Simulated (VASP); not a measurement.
Energy against volume of Cu (fcc). Method: AM05 GGA, VASP's PBE PAW potentials (set 64) (plane waves; VASP 6.6.1). Run with 520 eV cut-off, 17×17×17 Γ-centred mesh, first-order Methfessel-Paxton smearing of 0.10 eV, potentials Cu.

```tsv
V (Å³/atom)	E (eV/atom)
11.008	-4.05945
11.349	-4.06447
11.689	-4.05908
12.030	-4.04500
```

### Question
Fit these four points and predict the energy of the run at 10.668 Å³/atom.

### Answer
A cubic in V^(−2/3), the third-order Birch-Murnaghan form, passes through the four points with V0 = 11.33 Å³/atom and B0 = 164 GPa, and gives -4.0419 eV/atom there. The run gave -4.0420 eV/atom, -0.0 meV/atom from the fit; all five points give B0 = 164 GPa.

The compound is Cu in the fcc structure. It was relaxed first.
